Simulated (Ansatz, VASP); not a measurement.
# NiF2 (1T NiF2 monolayer): VASP beside Ansatz

Wanted: the spread between two codes on one cell, functional and k mesh. Of the first pair: The structure shown is the end of the Ansatz relaxation below.

Method: plane waves, with VASP 6.6.1 beside it; single point at PBE, in Ansatz 0.2.0.

## (1) The structure

The cell holds 3 atoms: 1 Ni and 2 F. Cell: a = 3.099 Å, b = 3.099 Å, c = 15.090 Å, α = 90.0°, β = 90.0°, γ = 120.0°. As first built, before any earlier steps moved the atoms (in the runner's words): own sheet built from covalent radii; start for a relaxation. Vacuum lies along c.

## (2) Ansatz: relaxation, PBE

Ansatz runs on its PAW soft_1 files.

This run makes the geometry at which the two programs are then compared.

Contents of input.yaml:

```yaml
crystal:
  lattice:
    - [3.0989589794, 0.0, 0.0]
    - [-1.5494794897, 2.6837772014, 0.0]
    - [0.0, 0.0, 15.09]
  atoms:
    - { symbol: Ni, position: [0.0, 0.0, 0.5], spin: 2.0 }
    - { symbol: F, position: [0.3333333333, 0.6666666667, 0.5649972068] }
    - { symbol: F, position: [0.6666666667, 0.3333333333, 0.4350027932] }
magnetization:
  spin_polarized: true
kpoints:
  mp_grid: { grid: [9, 9, 1] }
scf:
  occupations: { method: fermi_dirac, width: 0.05 }
  max_iter: 100
  lower_state_search: "off"
hamiltonian:
  xc: pbe
  pseudopotentials: { kind: paw, azcp: { folder: soft_1 } }
relax:
  adjacent_minimum: "off"
  f_tol: 0.01
  max_steps: 60
  cell: { fix: [c, alpha, beta] }
```

The run is started by

```sh
$ ansatz run input.yaml --threads 4 --pin off --max-ram 10240MiB --backend cpu --events-out ev --progress --plain --runs-dir out
```

Numbers of over 12 decimals in the logs are rounded to 6 here.

The log of the run:

```text
Engine: ansatz 0.2.0, x86_64-unknown-linux-gnu
Pseudopotentials: kind: paw
Pseudopotential: Ni, paw, valence charge 18, recommended cutoff 420 eV (normal), soft_1/Ni.paw.azcp
Pseudopotential: F, paw, valence charge 7, recommended cutoff 420 eV (normal), soft_1/F.paw.azcp
Functional definition: PBE
  parameter kappa = 0.804
  parameter beta = 0.066725
  exchange = pbe_x(kappa = kappa, mu = beta*pi^2/3)
  correlation = pbe_c(beta = beta)
Crystal: 3 atoms, lattice volume = 125.502 Å³
Basis set: ecut = 420 eV, 2427 PW (Γ), exchange–correlation on 48×48×216 points (8 copies of the dense FFT grid, shifted against one another)
Bands: 21, of which v1, the nominal top of the filled ones, is band 16 counted from 1 (15 counted from 0)
Symmetry: 12 space group operations
Space group: P-3m1 (ITA 164), of the structure as read, at distance tolerance 5.0e-5 Å
Magnetic group: BNS 164.85 (UNI 1315), of the structure as read, at distance tolerance 5.0e-5 Å
k-points: 12 of 81
Non-local potential: Ni, projectors of the file, l = 0: 3, l = 1: 2, l = 2: 3, l = 3: 1
Non-local potential: F, projectors of the file, l = 0: 2, l = 1: 2, l = 2: 1
PAW form: soft (Blöchl's): semilocal exchange-correlation on the pseudo side does not see the compensation charge
PAW one-centre angular grid: Ni, 590 points (default); XC on 64 Gauss nodes
PAW one-centre angular grid: F, 110 points (default); XC on 64 Gauss nodes
Initial density: superposition of atomic densities (neutral atoms: chi_scale 0, normalization atom)
Starting moments: Σ|m| = 2 μB on 1 of 3 sites
Initial wavefunctions: pseudopotential atomic-orbital guess
Functional: x = pbe(κ = 0.804, μ = 0.219515), c = pbe(β = 0.066725)
SCF iter   1: F=—  HF=-7455.959278 eV  |F-HF|=—  |Δ(HF+E_count)|=         —  Δρ=3.46e-2 (↑3.21e-2 ↓3.46e-2)  dr2=2.66e0  dr2_m=3.20e-1  M=2.000 μB ∫|m|=2.016 μB  β_m=0.30  ethr=3.10e-3  ⟨swp⟩=6.8  Hψ=2522  notcnv=0
preconditioner: auto → none  [insulator: Δε(μ)=0.508 eV  Ē_g=14.654 eV  σ=0.050 eV  W_gap=0.99  n_scr=10 (ndim 8)  ℏωp=16.2 eV  f_vac=0.704  D(μ)=0.08/eV (n_scr^D=0)  ε∞_Penn≈2.2]
SCF iter   2: F=—  HF=-7455.547441 eV  |F-HF|=—  |Δ(HF+E_count)|=   4.12e-1  Δρ=2.43e-2 (↑1.04e-2 ↓2.43e-2)  dr2=2.74e-1  dr2_m=2.06e-1  M=2.000 μB ∫|m|=2.016 μB  β_m=0.30  ethr=3.10e-3  ⟨swp⟩=2.0  Hψ=1103  notcnv=0
Mixer restart at iter 2: flushing history
spin-set hold released at iteration 2 (the charge has settled, or the pull on large starting moments outlasts its swing): the magnetisation degrees of freedom join the quasi-Newton model from the next iteration; the mixer history was flushed
SCF iter   3: F=—  HF=-7455.658186 eV  |F-HF|=—  |Δ(HF+E_count)|=   1.11e-1  Δρ=1.58e-2 (↑7.36e-3 ↓1.58e-2)  dr2=9.80e-2  dr2_m=9.62e-2  M=2.000 μB ∫|m|=2.021 μB  β_m=0.51  ethr=8.55e-4  ⟨swp⟩=2.2  Hψ=898  notcnv=0
SCF iter   4: F=—  HF=-7455.880684 eV  |F-HF|=—  |Δ(HF+E_count)|=   2.22e-1  Δρ=1.57e-2 (↑6.48e-3 ↓1.57e-2)  dr2=3.56e-1  dr2_m=3.21e-2  M=2.000 μB ∫|m|=2.027 μB  β_m=0.41  ethr=3.06e-4  ⟨swp⟩=2.8  Hψ=1072  notcnv=0
SCF iter   5: F=—  HF=-7455.823087 eV  |F-HF|=—  |Δ(HF+E_count)|=   5.76e-2  Δρ=1.68e-3 (↑1.03e-3 ↓1.68e-3)  dr2=3.04e-3  dr2_m=1.08e-3  M=2.000 μB ∫|m|=2.035 μB  β_m=0.41  ethr=3.06e-4  ⟨swp⟩=2.6  Hψ=1217  notcnv=0
SCF iter   6: F=—  HF=-7455.823584 eV  |F-HF|=—  |Δ(HF+E_count)|=   4.96e-4  Δρ=5.18e-4 (↑4.97e-4 ↓5.18e-4)  dr2=9.88e-5  dr2_m=2.24e-4  M=2.000 μB ∫|m|=2.036 μB  β_m=0.70  ethr=9.51e-6  ⟨swp⟩=2.5  Hψ=828  notcnv=0
SCF iter   7: F=—  HF=-7455.823676 eV  |F-HF|=—  |Δ(HF+E_count)|=   9.28e-5  Δρ=1.19e-4 (↑1.11e-4 ↓1.19e-4)  dr2=2.21e-5  dr2_m=4.03e-6  M=2.000 μB ∫|m|=2.038 μB  β_m=0.65  ethr=3.09e-7  ⟨swp⟩=2.0  Hψ=887  notcnv=0
SCF iter   8: F=—  HF=-7455.823667 eV  |F-HF|=—  |Δ(HF+E_count)|=   9.84e-6  Δρ=3.57e-5 (↑2.55e-5 ↓3.57e-5)  dr2=5.71e-7  dr2_m=9.17e-7  M=2.000 μB ∫|m|=2.038 μB  β_m=0.83  ethr=6.92e-8  ⟨swp⟩=2.0  Hψ=865  notcnv=0
SCF iter   9: F=—  HF=-7455.823667 eV  |F-HF|=—  |Δ(HF+E_count)|=   2.01e-7  Δρ=1.45e-5 (↑6.04e-6 ↓1.45e-5)  dr2=3.05e-7  dr2_m=5.85e-8  M=2.000 μB ∫|m|=2.038 μB  β_m=0.82  ethr=3.13e-10  ⟨swp⟩=5.1  Hψ=1971  notcnv=0
SCF iter  10: F=-7455.823667 eV  HF=-7455.823667 eV  |F-HF|=3.68e-9  |Δ(HF+E_count)|=   6.34e-8  Δρ=3.05e-6 (↑7.71e-7 ↓3.05e-6)  dr2=5.39e-9  dr2_m=3.75e-9  M=2.000 μB ∫|m|=2.038 μB  ethr=3.13e-10  ⟨swp⟩=3.0  Hψ=1941  notcnv=0
SCF 1 converged in 10 iterations: F = -7455.823667 eV  dr2 = 5.39e-9
  greatest PAW one-centre occupation: 1.002 electrons in one spin orbital (limit 2), on the Ni atom at site 0 (counted from 0), in its partial waves of l = 1
relax step   1: F+E_penalty+E_count = -7455.82366671 eV  Δ(F+E_penalty+E_count) = +0.000e0 eV  max|allowed force component| = 3.801e-3 eV/Å  Δτ_max = 0.0000 Å  P = +0.003 GPa  Ω = 125.502 Å³  fix = [c, alpha, beta]  reactions: c -0.010 GPa  (10 SCF iters, dr2 threshold 1.00e-7 eV, accepted)
Initial density: handed on by an earlier stage of this run
Starting moments: Σ|m| = 2 μB on 1 of 3 sites; this step starts from the density that it was given
Initial wavefunctions: pseudopotential atomic-orbital guess (no wavefunctions were taken with the density)
iter 1 solved again at ethr=5.90e-7 eV; its pass at ethr=3.10e-3 eV (dr2=1.89e-4 eV) is discarded
SCF iter   1: F=—  HF=-7455.823672 eV  |F-HF|=—  |Δ(HF+E_count)|=         —  Δρ=3.04e-6 (↑7.66e-7 ↓3.04e-6)  dr2=4.41e-9  dr2_m=3.84e-9  M=2.000 μB ∫|m|=2.038 μB  β_m=0.30  ethr=5.90e-7  ⟨swp⟩=3.0  Hψ=4039  notcnv=0
eigensolver tolerance schedule: the retry pair's looser diagonalisation over-reported the residual by 42799.04 of it (diagonalisation noise at an unbounded share of the residual, at the tolerance the schedule requests for it); recorded, not acted on — ethr = c·dr2/N_el stays at c = 1.0e-1
preconditioner: auto → none  [insulator: Δε(μ)=1.519 eV  Ē_g=13.976 eV  σ=0.050 eV  W_gap=1.00  n_scr=10 (ndim 8)  ℏωp=16.2 eV  f_vac=0.721  D(μ)=0.00/eV (n_scr^D=0)  ε∞_Penn≈2.3]
SCF iter   2: F=—  HF=-7455.823667 eV  |F-HF|=—  |Δ(HF+E_count)|=   5.56e-6  Δρ=1.28e-6 (↑1.28e-6 ↓1.25e-6)  dr2=7.81e-10  dr2_m=1.52e-9  M=2.000 μB ∫|m|=2.038 μB  β_m=0.37  ethr=1.38e-11  ⟨swp⟩=4.0  Hψ=1415  notcnv=0
SCF iter   3: F=—  HF=-7455.823667 eV  |F-HF|=—  |Δ(HF+E_count)|=  1.41e-10  Δρ=8.37e-7 (↑8.14e-7 ↓8.37e-7)  dr2=8.69e-11  dr2_m=7.29e-10  M=2.000 μB ∫|m|=2.038 μB  β_m=0.56  ethr=2.44e-12  ⟨swp⟩=2.5  Hψ=802  notcnv=0
SCF iter   4: F=—  HF=-7455.823667 eV  |F-HF|=—  |Δ(HF+E_count)|=  4.70e-10  Δρ=7.86e-7 (↑1.98e-7 ↓7.86e-7)  dr2=6.81e-10  dr2_m=1.62e-10  M=2.000 μB ∫|m|=2.038 μB  β_m=0.47  ethr=1.00e-12  ⟨swp⟩=6.9  Hψ=2496  notcnv=0
SCF iter   5: F=—  HF=-7455.823667 eV  |F-HF|=—  |Δ(HF+E_count)|=  7.91e-11  Δρ=2.68e-7 (↑1.58e-7 ↓2.68e-7)  dr2=1.06e-10  dr2_m=7.85e-12  M=2.000 μB ∫|m|=2.038 μB  β_m=0.48  ethr=1.00e-12  ⟨swp⟩=2.0  Hψ=888  notcnv=0
SCF iter   6: F=-7455.823667 eV  HF=-7455.823667 eV  |F-HF|=7.28e-12  |Δ(HF+E_count)|=  3.91e-11  Δρ=9.33e-8 (↑3.33e-8 ↓9.33e-8)  dr2=6.87e-12  dr2_m=2.65e-12  M=2.000 μB ∫|m|=2.038 μB  ethr=1.00e-12  ⟨swp⟩=4.8  Hψ=2352  notcnv=0
SCF 2 converged in 6 iterations: F = -7455.823667 eV  dr2 = 6.87e-12
relax step   2: F+E_penalty+E_count = -7455.82366671 eV  Δ(F+E_penalty+E_count) = -3.547e-9 eV  max|allowed force component| = 3.830e-3 eV/Å  Δτ_max = 0.0000 Å  P = +0.003 GPa  Ω = 125.502 Å³  fix = [c, alpha, beta]  reactions: c -0.010 GPa  stress off target by 1.01e-2 GPa on what of the cell is left free  SCF on the basis re-selected at this cell (its energy is not comparable with the rows above)  (6 SCF iters)
basis re-selected at this cell: Δ(F+E_penalty+E_count) = -3.547e-9 eV, ΔP = +0.000 GPa vs the last step (what re-selecting the basis moved, of the pressure what is left beyond the Pulay correction that the steps carried, after the strain that the cell walked since its last selection, with what the two solves' SCF thresholds leave and, on support functions, any second-order correction that the steps lacked; it is no m [...]
SCF converged after 6 iterations
Magnetization: 2.0000 μB (17.0000 up, 15.0000 down)
Absolute magnetization: 2.0336 μB (∫|ρ↑−ρ↓|, with the PAW one-centre terms)
Spin contamination: 0.0017 ħ² per cell (⟨S²⟩ above its minimum at these occupations)
Per-site moments (μB) at R_I (Å): [(1.652031, 0.841658), (0.145091, 0.841658), (0.145091, 0.841658)]
Free energy (F): -7455.823667 eV
Harris-Foulkes:  -7455.823667 eV  (|F-HF|=7.28e-12)
Internal energy: -7455.823667 eV  (E = F + TS)
E sigma→0 (E₀):  -7455.823667 eV
Entropy (-TS):   -0.000000 eV (-0.000 meV/atom)
Fermi energy:    -2.760361 eV
--- Per-component energies (eV) ---
  E_band       = -851.233405
  E_kinetic    = 723.308649
  E_local      = -23563.608251  (includes V_loc(G=0)·N_el)
  E_nonlocal   = 62.759567
  E_hartree    = 11504.266398
  E_xc         = -262.644315
  E_vxc        = -337.393941  (∫ρ·V_xc dr)
  E_paw        = -2067.680037  (= ΣΔE_a)
  E_vpaw       = -744.834812  (= ΣTr[D̂ρ^β])
  E_aug_tail   = 0.002337  (compensation charges beyond the density's cutoff)
  E_ewald      = 6147.771986
  E_smearing   = -0.000000  (= −TS)
  E_closure    = -0.000000  (closes the sum)
  Σ components = -7455.823667   (vs F -7455.823667, Δ=0.00e0)
--- Forces (eV/Å), atoms counted from 1 ---
  atom   1  Ni    -0.00000000     0.00000000     0.00000000
  atom   2  F     -0.00000000     0.00000000    -0.00383029
  atom   3  F      0.00000000    -0.00000000     0.00383029
  max |Σ_I F_I| component: 2.31e-18 eV/Å
--- Stress (GPa, compression-positive) ---
        0.010050       0.000000      -0.000000
        0.000000       0.010050       0.000000
        0.000000       0.000000      -0.009695
  P = ⅓ Tr σ = 0.0035 GPa (0.035 kbar)
--- Relaxed structure (1 steps of the walk, 1 accepted, 1 SCFs on fresh bases) ---
  F+E_penalty+E_count = -7455.82366671 eV   max|allowed force component| = 3.830e-3 eV/Å   (the final SCF, on the basis selected at the relaxed cell)
  cell:  # Å, volume = 125.5023 Å³
    - [3.098959, 0.0, 0.0]
    - [-1.549479, 2.683777, 0.0]
    - [0.0, 0.0, 15.09]
  atoms:
    - { symbol: Ni, position: [0.0, 0.0, 0.500000] }
    - { symbol: F, position: [0.333333, 0.666667, 0.564997] }
    - { symbol: F, position: [0.666667, 0.333333, 0.435003] }
```

## (3) VASP: single point, PBE, relaxed cell, pair 1

The same cell, functional, mesh and smearing now go to VASP, with its own data sets.

Lines of VASP's logs that name or quote its potential files are left out, and so is its time.

Contents of INCAR:

```
SYSTEM = NiF2
PREC = Accurate
ENCUT = 600
EDIFF = 1E-06
NELM = 200
ISMEAR = -1
SIGMA = 0.05
LREAL = .FALSE.
ALGO = Normal
GGA = PE
NBANDS = 21
ISPIN = 2
MAGMOM = 1.65 0.15 0.15
LASPH = .TRUE.
LMAXMIX = 4
LORBIT = 11
LWAVE = .FALSE.
LCHARG = .FALSE.
ISIF = 2
GGA_COMPAT = .FALSE.
```

Contents of POSCAR:

```
NiF2
1.0
    3.0989589794      0.0000000000      0.0000000000
   -1.5494794897      2.6837772014      0.0000000000
    0.0000000000      0.0000000000     15.0900000000
Ni F
1 2
Direct
    0.0000000000      0.0000000000      0.5000000000
    0.3333333333      0.6666666667      0.5649972068
    0.6666666667      0.3333333333      0.4350027932
```

Contents of KPOINTS:

```
Automatic mesh
0
Gamma
9 9 1
0 0 0
```

The projector-augmented-wave data sets are Ni and F (PBE family, release 64).

The run is started by

```sh
$ mpirun -np 1 vasp_std
```

The log of the run:

```text
[banner, memory and clock lines left out]
running    1 mpi-ranks, on    1 nodes
 distrk:  each k-point on    1 cores,    1 groups
 distr:  one band on    1 cores,    1 groups

 POSCAR found type information on POSCAR NiF
 POSCAR found :  2 types and       3 ions
 LDA part: xc-table for (Slater+PW92), standard interpolation
 POSCAR, INCAR and KPOINTS ok, starting setup
 FFT: planning ... GRIDC
 FFT: planning ... GRID_SOFT
 FFT: planning ... GRID
 WAVECAR not read
 entering main loop
       N       E                     dE             d eps       ncg     rms          rms(c)
DAV:   1     0.228567113058E+03    0.22857E+03   -0.10866E+04  1008   0.106E+03
DAV:   2     0.128923952882E+02   -0.21567E+03   -0.19858E+03  1157   0.269E+02
DAV:   3    -0.155306141809E+02   -0.28423E+02   -0.28155E+02  1278   0.113E+02
DAV:   4    -0.160227934590E+02   -0.49218E+00   -0.49199E+00  1160   0.177E+01
DAV:   5    -0.160308468514E+02   -0.80534E-02   -0.80533E-02  1221   0.212E+00    0.145E+01
DAV:   6    -0.139869977790E+02    0.20438E+01   -0.15226E+01  1319   0.523E+01    0.149E+01
DAV:   7    -0.141097592628E+02   -0.12276E+00   -0.14349E+00  1328   0.196E+01    0.884E+00
DAV:   8    -0.140424582103E+02    0.67301E-01   -0.37483E-01  1264   0.101E+01    0.469E+00
DAV:   9    -0.140327331707E+02    0.97250E-02   -0.55228E-02  1327   0.360E+00    0.637E-01
DAV:  10    -0.140380464262E+02   -0.53133E-02   -0.10006E-02  1155   0.889E-01    0.235E-01
DAV:  11    -0.140413928312E+02   -0.33464E-02   -0.18738E-03  1141   0.607E-01    0.111E-01
DAV:  12    -0.140428065678E+02   -0.14137E-02   -0.18799E-04  1191   0.109E-01    0.637E-02
DAV:  13    -0.140437944337E+02   -0.98787E-03   -0.99666E-05  1192   0.120E-01    0.214E-02
DAV:  14    -0.140440601158E+02   -0.26568E-03   -0.28165E-05  1137   0.413E-02    0.955E-03
DAV:  15    -0.140441395101E+02   -0.79394E-04   -0.44336E-06  1091   0.160E-02    0.517E-03
DAV:  16    -0.140442483238E+02   -0.10881E-03   -0.74579E-06  1107   0.158E-02    0.387E-03
DAV:  17    -0.140443040213E+02   -0.55698E-04   -0.46460E-06  1108   0.127E-02    0.353E-03
DAV:  18    -0.140443159072E+02   -0.11886E-04   -0.26552E-06  1079   0.891E-03    0.168E-03
DAV:  19    -0.140443170007E+02   -0.10935E-05   -0.39884E-07   950   0.491E-03    0.111E-03
DAV:  20    -0.140443171267E+02   -0.12598E-06   -0.11336E-07   906   0.294E-03
   1 F= -.14044317E+02 E0= -.14044317E+02  d E =-.119095E-06  mag=     2.0000
```

Parts of OUTCAR (step 3):

```text
ion  position               nearest neighbor table
   1  0.000  0.000  0.500-   2 2.04   3 2.04   2 2.04   3 2.04   3 2.04   2 2.04
   2  0.333  0.667  0.565-   1 2.04   1 2.04   1 2.04
   3  0.667  0.333  0.435-   1 2.04   1 2.04   1 2.04

  LATTYP: Found a hexagonal cell.
 ALAT       =     3.0989589794
 C/A-ratio  =     4.8693771361

 Subroutine GETGRP returns: Found 12 space group operations
 (whereof 12 operations were pure point group operations)

The static configuration has the point symmetry D_3d.

 Found     12 irreducible k-points:

   k-points           NKPTS =     12   k-points in BZ     NKDIM =     12   number of bands    NBANDS=     21

   dimension x,y,z NGX =    28 NGY =   28 NGZ =  126
   dimension x,y,z NGXF=    56 NGYF=   56 NGZF=  252

   ENCUT  =  600.0 eV  44.10 Ry    6.64 a.u.   6.19  6.19 30.14*2*pi/ulx,y,z

   NELECT =      24.0000    total number of electrons

 k-points in reciprocal lattice and weights: Automatic mesh
   0.00000000  0.00000000  0.00000000       0.012
   0.11111111  0.00000000  0.00000000       0.074
   0.22222222  0.00000000  0.00000000       0.074
   0.33333333 -0.00000000  0.00000000       0.074
   0.44444444  0.00000000  0.00000000       0.074
   0.11111111  0.11111111  0.00000000       0.074
   0.22222222  0.11111111  0.00000000       0.148
   0.33333333  0.11111111  0.00000000       0.148
   0.44444444  0.11111111  0.00000000       0.074
   0.22222222  0.22222222  0.00000000       0.074
   0.33333333  0.22222222  0.00000000       0.148
   0.33333333  0.33333333  0.00000000       0.025

 average (electrostatic) potential at core
       1 -95.9064       2 -83.7392       3 -83.7392

 E-fermi :  -4.0076

 spin component 1
 k-point     1 :       0.0000    0.0000    0.0000
  band No.  band energies     occupation
    ...
      9      -6.4534      1.00000
     10      -6.4534      1.00000
     11      -5.6720      1.00000
     12      -5.1825      1.00000
     13      -5.1825      1.00000
     14      -0.8475      0.00000
     15       1.6595      0.00000
     16       2.4961      0.00000
     17       3.6861      0.00000
     18       3.9057      0.00000
    ...

 k-point     2 :       0.1111    0.0000    0.0000
  band No.  band energies     occupation
    ...
      9      -6.3894      1.00000
     10      -6.3313      1.00000
     11      -5.6825      1.00000
     12      -5.3480      1.00000
     13      -5.2439      1.00000
     14      -0.4227      0.00000
     15       1.9514      0.00000
     16       2.7453      0.00000
     17       3.9999      0.00000
     18       4.1382      0.00000
    ...

 k-point     3 :       0.2222    0.0000    0.0000
  band No.  band energies     occupation
    ...
      9      -6.3469      1.00000
     10      -6.1300      1.00000
     11      -5.7840      1.00000
     12      -5.6005      1.00000
     13      -5.3586      1.00000
     14       0.6720      0.00000
     15       2.7427      0.00000
     16       3.4838      0.00000
     17       4.8232      0.00000
     18       4.8726      0.00000
    ...

 k-point     4 :       0.3333   -0.0000    0.0000
  band No.  band energies     occupation
    ...
      9      -6.3892      1.00000
     10      -6.0994      1.00000
     11      -5.9242      1.00000
     12      -5.6659      1.00000
     13      -5.3608      1.00000
     14       2.0955      0.00000
     15       3.9034      0.00000
     16       4.6728      0.00000
     17       5.9033      0.00000
     18       6.1282      0.00000
    ...

 k-point     5 :       0.4444    0.0000    0.0000
  band No.  band energies     occupation
    ...
      9      -6.4263      1.00000
     10      -6.1798      1.00000
     11      -6.0110      1.00000
     12      -5.6396      1.00000
     13      -5.2896      1.00000
     14       3.5378      0.00000
     15       4.8612      0.00000
     16       5.7842      0.00000
     17       6.3588      0.00000
     18       7.2972      0.00000
    ...

 k-point     6 :       0.1111    0.1111    0.0000
  band No.  band energies     occupation
    ...
      9      -6.2550      1.00000
     10      -6.2312      1.00000
     11      -5.7401      1.00000
     12      -5.5636      1.00000
     13      -5.3484      1.00000
     14       0.3362      0.00000
     15       2.4918      0.00000
     16       3.2395      0.00000
     17       4.5925      0.00000
     18       4.5991      0.00000
    ...

  Total       -0.0624363     -0.0624363     -0.1066497      0.0000000      0.0000000      0.0000000
  in kB       -0.7970697     -0.7970697     -1.3615032      0.0000000      0.0000000      0.0000000
  external PRESSURE =      -0.9852142 kB  Pullay stress =       0.0000000 kB

  energy-cutoff  :      600.00
  volume of cell :      125.50
      direct lattice vectors                 reciprocal lattice vectors
     3.098958979  0.000000000  0.000000000     0.322689008  0.186304586  0.000000000
    -1.549479490  2.683777201  0.000000000     0.000000000  0.372609172  0.000000000
     0.000000000  0.000000000 15.090000000     0.000000000  0.000000000  0.066269052

 POSITION                                       TOTAL-FORCE (eV/Angst)
 -----------------------------------------------------------------------------------
      0.00000      0.00000      7.54500         0.000000      0.000000     -0.000000
     -0.00000      1.78918      8.52581         0.000000     -0.000000      0.002227
      1.54948      0.89459      6.56419        -0.000000      0.000000     -0.002227
 -----------------------------------------------------------------------------------
    total drift:                                0.000000      0.000000      0.000000

  FREE ENERGIE OF THE ION-ELECTRON SYSTEM (eV)
  ---------------------------------------------------
  free  energy   TOTEN  =       -14.0443171267 eV

  energy  without entropy=      -14.0443170076  energy(sigma->0) =      -14.04431707

 total charge
# of ion       s       p       d       tot
------------------------------------------
    1        0.287   0.347   8.148   8.783
    2        1.733   4.331   0.000   6.064
    3        1.733   4.331   0.000   6.064
--------------------------------------------------
tot          3.754   9.010   8.148  20.912

 magnetization (x)
# of ion       s       p       d       tot
------------------------------------------
    1        0.000   0.002   1.675   1.678
    2        0.006   0.136   0.000   0.143
    3        0.006   0.136   0.000   0.143
--------------------------------------------------
tot          0.013   0.275   1.675   1.963

[... 6 further parts left out ...]
```

The cell holds one magnetic atom, so no antiferromagnetic order fits into it.

(Part 1 of 2 ends here.)

[Lines on the potential files, build, host, timing and source positions are cut from VASP's logs without a mark.]

[Logs are printed without paths, hosts, clocks, repeated set-up lines and the standing remarks that a program may print on its own settings, such as how far it seeks lower states.]

[Hosts, paths, dates, database ids (printed as entryN), source tags and the programs' standing remarks are cut or masked in the printed files.]
